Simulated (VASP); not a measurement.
Given:

```
MoAsGe
1.0
    4.60088    -1.61930     0.00286
    4.60088     1.61930     0.00286
   -3.77347     0.00000     6.63241
Ge Mo As
2 2 2
Direct
  0.39556   0.39556   0.10352
  0.60444   0.60444   0.89648
  0.15395   0.15395   0.20122
  0.84605   0.84605   0.79878
  0.85507   0.85507   0.46380
  0.14493   0.14493   0.53620
```

The numbers are results of PBEsol GGA, VASP's PBE PAW potentials (set 64) (plane waves; VASP), not measurements. Numerical set-up: 400 eV cut-off, Gaussian smearing of 0.050 eV, potentials Ge_d Mo_sv As.

**Question.** Give the energies of bands 25 to 38 at the high-symmetry points, in eV from the Fermi level.

**Answer.** 
```json
[
 {"band": "25", "Γ": "-4.18", "C": "-3.98", "Y2": "-3.73", "M2": "-2.27", "D": "-3.89", "A": "-3.95", "V2": "-4.22"},
 {"band": "26", "Γ": "-2.51", "C": "-3.29", "Y2": "-2.35", "M2": "-2.17", "D": "-3.26", "A": "-3.51", "V2": "-3.78"},
 {"band": "27", "Γ": "-2.02", "C": "-3.11", "Y2": "-2.28", "M2": "-1.90", "D": "-3.07", "A": "-2.23", "V2": "-3.25"},
 {"band": "28", "Γ": "-1.77", "C": "-2.51", "Y2": "-2.14", "M2": "-1.46", "D": "-3.01", "A": "-2.13", "V2": "-2.66"},
 {"band": "29", "Γ": "-1.56", "C": "-2.08", "Y2": "-1.58", "M2": "-1.32", "D": "-2.12", "A": "-2.02", "V2": "-2.51"},
 {"band": "30", "Γ": "-1.47", "C": "-1.78", "Y2": "-1.11", "M2": "-1.12", "D": "-1.71", "A": "-1.16", "V2": "-1.97"},
 {"band": "31", "Γ": "-0.90", "C": "-1.64", "Y2": "-0.12", "M2": "-0.71", "D": "-1.63", "A": "-1.14", "V2": "-1.79"},
 {"band": "32", "Γ": "-0.76", "C": "-1.05", "Y2": "-0.11", "M2": "-0.43", "D": "-1.25", "A": "-0.31", "V2": "-1.23"},
 {"band": "33", "Γ": "-0.09", "C": "-0.72", "Y2": "0.14", "M2": "0.15", "D": "-0.40", "A": "-0.13", "V2": "-0.72"},
 {"band": "34", "Γ": "0.39", "C": "1.04", "Y2": "0.38", "M2": "0.28", "D": "0.63", "A": "0.12", "V2": "1.44"},
 {"band": "35", "Γ": "1.79", "C": "1.20", "Y2": "0.61", "M2": "1.64", "D": "1.36", "A": "2.48", "V2": "2.20"},
 {"band": "36", "Γ": "2.92", "C": "1.55", "Y2": "2.35", "M2": "2.29", "D": "2.22", "A": "2.57", "V2": "2.23"},
 {"band": "37", "Γ": "3.19", "C": "1.95", "Y2": "2.62", "M2": "3.13", "D": "2.29", "A": "2.71", "V2": "2.50"},
 {"band": "38", "Γ": "3.95", "C": "2.48", "Y2": "2.77", "M2": "3.15", "D": "2.43", "A": "3.56", "V2": "2.72"}
]
```

It has no gap at this level: it comes out as a metal or semimetal.

The structure comes from a computed database's GeMoAs entry (C2/m); how it stands against other phases isn't given here. It was relaxed first.
